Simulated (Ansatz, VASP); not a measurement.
# CaH2S2: VASP beside Ansatz, part 2 of 2

Wanted: the spread between two codes on one cell, functional and k mesh. The cell is generated by rule, not measured, and may not be a known phase. Of the first pair: The cell is taken from a series of runs on this material, whose earlier steps may have relaxed, scaled, displaced or heated it; both programs get it as it stands.

VASP 6.6.1 and Ansatz 0.2.0.

So far: Starting point; Ansatz: relaxation of cell and atoms, PBEsol, pair 1; VASP: relaxation of cell and atoms, PBEsol, pair 1.

## 4. Comparison

Known differences besides the potentials themselves: the cutoff is 420 eV in Ansatz and 500 eV in VASP; Ansatz makes its cores anew for this functional, VASP keeps those of its PBE data sets; Ansatz adds a Pulay correction to the stress that steers its cell, VASP none. Total energies have different zeros and are not compared.

Compared:

| quantity | Ansatz | VASP | difference |
| --- | --- | --- | --- |
| volume (Å³) | 93.61 | 93.34 | +0.29 % |
| edge a after relaxation, in the typed setting (Å) | 4.324 | 4.326 | -0.03 % |
| edge c after relaxation, in the typed setting (Å) | 5.780 | 5.760 | +0.35 % |

## 5. VASP: relaxation of cell and atoms, PBEsol, pair 2

The relaxed volume is the usual yardstick between codes: in a stiff, nearly cubic crystal its relative difference is about their pressure difference at one cell divided by the bulk modulus.

Contents of INCAR:

```
SYSTEM = CaH2S2
PREC = Accurate
ENCUT = 500
EDIFF = 1E-07
NELM = 120
ISMEAR = 0
SIGMA = 0.01
LREAL = .FALSE.
ALGO = Normal
GGA = PS
NBANDS = 18
LORBIT = 11
LWAVE = .FALSE.
LCHARG = .FALSE.
ISIF = 3
IBRION = 2
NSW = 80
EDIFFG = -0.005
LASPH = .TRUE.
GGA_COMPAT = .FALSE.
NELMIN = 4
EFERMI = MIDGAP
KPAR = 2
```

Contents of POSCAR:

```
CaH2S2
1.0
    4.3245050000      0.0000000000      0.0000000000
   -2.1622530000      3.7451310000      0.0000000000
    0.0000000000      0.0000000000      5.7799380000
Ca H S
1 2 2
Direct
    0.0000000000      0.0000000000      0.0000000000
    0.3333334104      0.6666666667      0.5376687432
    0.6666668208      0.3333333333      0.4623312568
    0.3333334104      0.6666666667      0.7727056934
    0.6666668208      0.3333333333      0.2272943066
```

Contents of KPOINTS:

```
Automatic mesh
0
Gamma
6 6 4
0 0 0
```

The projector-augmented-wave data sets are Ca_sv, H and S (PBE family, release 64).

On the command line:

```console
mpirun -np 2 vasp_std
```

Numbers of over 12 decimals in the logs are rounded to 6 here.

What it wrote:

```text
[banner, memory and clock lines left out]
running    2 mpi-ranks, on    1 nodes
[...]
[... a notice as in an earlier step ...]

 LDA part: xc-table for (Slater+PW92), standard interpolation
 POSCAR, INCAR and KPOINTS ok, starting setup
[...]
entering main loop
       N       E                     dE             d eps       ncg     rms          rms(c)
DAV:   1     0.152838355945E+03    0.15284E+03   -0.10771E+04   864   0.115E+03
DAV:   2    -0.138266188197E+02   -0.16666E+03   -0.16338E+03  1138   0.263E+02
DAV:   3    -0.222288616418E+02   -0.84022E+01   -0.83834E+01  1100   0.601E+01
DAV:   4    -0.227230611274E+02   -0.49420E+00   -0.49396E+00  1646   0.109E+01
[...]
DAV:  13    -0.220695187152E+02   -0.48559E-05   -0.10501E-05   992   0.154E-02    0.283E-03
DAV:  14    -0.220695185848E+02    0.13036E-06   -0.50443E-07  1214   0.373E-03    0.190E-03
DAV:  15    -0.220695186330E+02   -0.48186E-07   -0.45177E-08   874   0.118E-03
   1 F= -.22069519E+02 E0= -.22069519E+02  d E =-.220695E+02
[... from here on, the cycles between the ionic steps are left out ...]
   2 F= -.22068929E+02 E0= -.22068929E+02  d E =0.590014E-03
   3 F= -.22069697E+02 E0= -.22069697E+02  d E =-.178235E-03
   4 F= -.22069710E+02 E0= -.22069710E+02  d E =-.127753E-04
 trial-energy change:   -0.000013  1 .order   -0.000013   -0.000018   -0.000008
 step:   1.5650(harm=  1.5650)  dis= 0.00064  next Energy=   -22.069713 (dE=-0.162E-04)
 reached required accuracy - stopping structural energy minimisation
```

From OUTCAR (step 5):

```text
  Total        0.0058108      0.0058108      0.0119920     -0.0000000     -0.0000000      0.0000000
  in kB        0.0994295      0.0994294      0.2051958     -0.0000000     -0.0000000      0.0000000
  external PRESSURE =       0.1346849 kB  Pullay stress =       0.0000000 kB

 POSITION                                       TOTAL-FORCE (eV/Angst)
 -----------------------------------------------------------------------------------
      2.16279      3.74607      0.00000         0.000000      0.000000      0.000000
     -0.00000      2.49738      3.10770        -0.000000      0.000000     -0.003133
      2.16280      1.24869      2.67076         0.000000     -0.000000      0.003133
     -0.00000      2.49738      4.46352         0.000000     -0.000000     -0.004022
      2.16280      1.24869      1.31494        -0.000000      0.000000      0.004022
 -----------------------------------------------------------------------------------
    total drift:                               -0.000630     -0.000000      0.000000

  FREE ENERGIE OF THE ION-ELECTRON SYSTEM (eV)
  ---------------------------------------------------
  free  energy   TOTEN  =       -22.0697096437 eV

  energy  without entropy=      -22.0697096437  energy(sigma->0) =      -22.06970964

[... 2 parts as in an earlier step ...]

[... 2 further parts left out ...]
[key lines of the parts left out:]
E-fermi :   2.3806
```

## 6. Ansatz: relaxation of cell and atoms, PBEsol, pair 2

The same cell, functional and mesh now go to Ansatz, which takes its cutoff from its data sets.

The cell is taken from a series of runs on this material, whose earlier steps may have relaxed, scaled, displaced or heated it; both programs get it as it stands.

Contents of input.yaml:

```yaml
crystal:
  lattice:
    - [4.3245050122, 0.0, 0.0]
    - [-2.1622525061, 3.7451311994, 0.0]
    - [0.0, 0.0, 5.7799380548]
  atoms:
    - { symbol: Ca, position: [0.0, 0.0, 0.0] }
    - { symbol: H, position: [0.3333333333, 0.6666666667, 0.5376687364] }
    - { symbol: H, position: [0.6666666667, 0.3333333333, 0.4623312636] }
    - { symbol: S, position: [0.3333333333, 0.6666666667, 0.7727057322] }
    - { symbol: S, position: [0.6666666667, 0.3333333333, 0.2272942678] }
kpoints:
  mp_grid: { grid: [6, 6, 4] }
hamiltonian:
  xc: pbesol
scf:
  occupations: { method: fixed }
output:
  forces: true
  stress: true
  eigenvalues: true
relax:
  adjacent_minimum: "off"
  f_tol: 0.001
  max_steps: 60
  cell: { stress_tol: 0.01 }
```

On the command line:

```console
ansatz run input.yaml --threads 8 --pin off --max-ram 14336MiB --backend cpu --events-out ev --progress --plain --runs-dir out
```

What it wrote:

```text
[...]
Crystal: 5 atoms, lattice volume = 93.611 Å³
Basis set: ecut = 420 eV, 1825 PW (Γ), exchange–correlation on 60×60×80 points (8 copies of the dense FFT grid, shifted against one another)
Bands: 17, of which v1, the nominal top of the filled ones, is band 12 counted from 1 (11 counted from 0)
Symmetry: 12 space group operations
[...]
k-points: 24 of 144
[...]
cell:  # Å, volume = 93.6573 Å³
    - [4.323698, 0, 1.0920834753796127e-19]
    - [-2.161849, 3.744432, 0]
    - [1.4596294421031473e-19, 0, 5.784961]
  atoms:
    - { symbol: Ca, position: [0, 0, 0] }
    - { symbol: H, position: [0.333333, 0.666667, 0.537972] }
    - { symbol: H, position: [0.666667, 0.333333, 0.462028] }
    - { symbol: S, position: [0.333333, 0.666667, 0.772785] }
    - { symbol: S, position: [0.666667, 0.333333, 0.227215] }
[key lines of the parts left out:]
SCF converged after 5 iterations
Free energy (F): -3599.402737 eV
Fermi energy:    2.678851 eV
P = ⅓ Tr σ = 0.0006 GPa (0.006 kbar)
```

## 7. Differences

What differs besides the data sets and the points named for the pairs above, as far as they apply: fixed occupations in Ansatz, narrow Gaussian smearing in VASP. Total energies have different zeros and are not compared.

Compared:

| quantity | Ansatz | VASP | difference |
| --- | --- | --- | --- |
| volume (Å³) | 93.66 | 93.63 | +0.02 % |
| edge a after relaxation, in the typed setting (Å) | 4.324 | 4.326 | -0.04 % |
| edge c after relaxation, in the typed setting (Å) | 5.785 | 5.779 | +0.11 % |

## 8. VASP: relaxation of cell and atoms, PBEsol, pair 3

The relaxed volume is the usual yardstick between codes: in a stiff, nearly cubic crystal its relative difference is about their pressure difference at one cell divided by the bulk modulus. Its start cell is another than that of the pair before, and may be another structure of the material.

Changes to INCAR since step 5:

```diff
@@ -6,3 +6,3 @@
 ISMEAR = 0
-SIGMA = 0.01
+SIGMA = 0.1
 LREAL = .FALSE.
```

Contents of POSCAR:

```
CaH2S2
1.0
    4.3183098191      0.0000000000      0.0000000000
   -2.1591549096      3.7397662723      0.0000000000
    0.0000000000      0.0000000000      5.7529800209
Ca H S
1 2 2
Direct
    0.0000000000      0.0000000000      0.0000000000
    0.3333333835      0.6666667670      0.5351589908
    0.6666666165      0.3333332330      0.4648410092
    0.3333333835      0.6666667670      0.7710001375
    0.6666666165      0.3333332330      0.2289998625
```

KPOINTS is that of step 5.

On the command line:

```console
mpirun -np 2 vasp_std
```

What it wrote:

```text
[... set-up lines as in an earlier step ...]
 entering main loop
       N       E                     dE             d eps       ncg     rms          rms(c)
DAV:   1     0.152221285413E+03    0.15222E+03   -0.10768E+04   864   0.115E+03
DAV:   2    -0.135198202034E+02   -0.16574E+03   -0.16256E+03  1128   0.265E+02
DAV:   3    -0.222401410438E+02   -0.87203E+01   -0.86971E+01  1118   0.601E+01
DAV:   4    -0.227168470109E+02   -0.47671E+00   -0.47652E+00  1624   0.106E+01
[...]
DAV:  13    -0.220690790337E+02   -0.44860E-05   -0.99898E-06   974   0.150E-02    0.304E-03
DAV:  14    -0.220690789235E+02    0.11016E-06   -0.44851E-07  1232   0.359E-03    0.199E-03
DAV:  15    -0.220690789554E+02   -0.31831E-07   -0.33704E-08   834   0.106E-03
   1 F= -.22069079E+02 E0= -.22069079E+02  d E =-.220691E+02
[... from here on, the cycles between the ionic steps are left out ...]
   2 F= -.22069142E+02 E0= -.22069142E+02  d E =-.626080E-04
   3 F= -.22069148E+02 E0= -.22069148E+02  d E =-.688808E-04
   4 F= -.22069197E+02 E0= -.22069197E+02  d E =-.495595E-04
   5 F= -.22069198E+02 E0= -.22069198E+02  d E =-.498114E-04
   6 F= -.22069206E+02 E0= -.22069206E+02  d E =-.812481E-05
   7 F= -.22069226E+02 E0= -.22069226E+02  d E =-.283010E-04
   8 F= -.22069248E+02 E0= -.22069248E+02  d E =-.508343E-04
   9 F= -.22069251E+02 E0= -.22069251E+02  d E =-.531582E-04
  10 F= -.22069255E+02 E0= -.22069255E+02  d E =-.463424E-05
  11 F= -.22069256E+02 E0= -.22069256E+02  d E =-.561506E-05
  12 F= -.22069262E+02 E0= -.22069262E+02  d E =-.526630E-05
  13 F= -.22069275E+02 E0= -.22069275E+02  d E =-.184860E-04
  14 F= -.22069293E+02 E0= -.22069293E+02  d E =-.369270E-04
[...]
reached required accuracy - stopping structural energy minimisation
```

From OUTCAR (step 8):

```text
  Total       -0.0149887     -0.0149887      0.0095280      0.0000000     -0.0000000      0.0000000
  in kB       -0.2569479     -0.2569479      0.1633366      0.0000000     -0.0000000      0.0000000
  external PRESSURE =      -0.1168531 kB  Pullay stress =       0.0000000 kB

 POSITION                                       TOTAL-FORCE (eV/Angst)
 -----------------------------------------------------------------------------------
      4.32696     -0.00000     -0.00000        -0.000000     -0.000000      0.000000
     -0.00000      2.49817      3.09246        -0.000000     -0.000000     -0.000345
      2.16348      1.24908      2.67168         0.000000     -0.000000      0.000345
     -0.00000      2.49817      4.44841        -0.000000      0.000000      0.004178
      2.16348      1.24908      1.31573         0.000000     -0.000000     -0.004178
 -----------------------------------------------------------------------------------
    total drift:                               -0.000000     -0.000000     -0.000000

  FREE ENERGIE OF THE ION-ELECTRON SYSTEM (eV)
  ---------------------------------------------------
  free  energy   TOTEN  =       -22.0692933478 eV

  energy  without entropy=      -22.0692933478  energy(sigma->0) =      -22.06929335

[... 2 parts as in an earlier step ...]

[... 2 further parts left out ...]
[key lines of the parts left out:]
E-fermi :   2.3886
```

## 9. Ansatz: relaxation of cell and atoms, PBEsol, pair 3

Its own start cell and the same functional, mesh and smearing now go to Ansatz, which takes its cutoff from its data sets.

The two relaxations start from unlike cells of this crystal (the structure described is Ansatz's start), so only their ends are compared.

Contents of input.yaml:

```yaml
crystal:
  lattice:
    - [3.83794, 0.0, 0.0]
    - [-1.91897, 3.32375, 0.0]
    - [0.0, 0.0, 5.25163]
  atoms:
    - { symbol: Ca, position: [0.0, 0.0, 0.0] }
    - { symbol: H, position: [0.3333333333, 0.6666666667, 0.5715] }
    - { symbol: H, position: [0.6666666667, 0.3333333333, 0.4285] }
    - { symbol: S, position: [0.3333333333, 0.6666666667, 0.7659] }
    - { symbol: S, position: [0.6666666667, 0.3333333333, 0.2341] }
kpoints:
  mp_grid: { grid: [6, 6, 4] }
hamiltonian:
  xc: pbesol
scf:
  occupations: { method: gaussian, width: 0.1 }
output:
  forces: true
  stress: true
  eigenvalues: true
relax:
  adjacent_minimum: "off"
  f_tol: 0.05
  max_steps: 80
  cell: { stress_tol: 0.5 }
```

On the command line:

```console
ansatz run input.yaml --threads 8 --pin off --max-ram 14336MiB --backend cpu --events-out ev --progress --plain --runs-dir out
```

What it wrote:

```text
[...]
Crystal: 5 atoms, lattice volume = 66.992 Å³
Basis set: ecut = 420 eV, 1289 PW (Γ), exchange–correlation on 54×54×72 points (8 copies of the dense FFT grid, shifted against one another)
Bands: 17, of which v1, the nominal top of the filled ones, is band 12 counted from 1 (11 counted from 0)
Symmetry: 12 space group operations
[...]
k-points: 24 of 144
[...]
cell:  # Å, volume = 92.6053 Å³
    - [4.309393, 0, 0.0]
    - [-2.154697, 3.732044, 0]
    - [0.0, 0, 5.758016]
  atoms:
    - { symbol: Ca, position: [0, 0, 7.927703098551e-19] }
    - { symbol: H, position: [0.333333, 0.666667, 0.535565] }
    - { symbol: H, position: [0.666667, 0.333333, 0.464435] }
    - { symbol: S, position: [0.333333, 0.666667, 0.771583] }
    - { symbol: S, position: [0.666667, 0.333333, 0.228417] }
[key lines of the parts left out:]
SCF converged after 5 iterations
Free energy (F): -3599.402039 eV
Fermi energy:    4.370572 eV
P = ⅓ Tr σ = 0.2340 GPa (2.340 kbar)
```

## 10. Differences

The two programs side by side:

| quantity | Ansatz | VASP | difference |
| --- | --- | --- | --- |
| volume (Å³) | 92.61 | 93.46 | -0.92 % |
| edge a after relaxation, in the typed setting (Å) | 4.309 | 4.327 | -0.41 % |
| edge c after relaxation, in the typed setting (Å) | 5.758 | 5.764 | -0.11 % |

## 11. What came out

- difference in edge c after relaxation, in the typed setting (relaxation of cell and atoms, PBEsol, pair 1): 0.35 %
- difference in edge c after relaxation, in the typed setting (relaxation of cell and atoms, PBEsol, pair 2): 0.11 %
- difference in volume (relaxation of cell and atoms, PBEsol, pair 3): -0.92 %

**Reading.** The difference in volume is -0.92 % (relaxation of cell and atoms, PBEsol, pair 3), within the 1.2 % picked in this series as the mark of a large difference, as far as the stopping tolerances let one tell. Such differences can come from data sets, numerical settings and the points named under the comparisons, not from the functional's error against experiment.

[Lines on the potential files, build, host, timing and source positions are cut from VASP's logs without a mark.]

[Logs are printed without paths, hosts, clocks, repeated set-up lines and the standing remarks that a program may print on its own settings, such as how far it seeks lower states.]

[Hosts, paths, dates, database ids (printed as entryN), source tags and the programs' standing remarks are cut or masked in the printed files.]
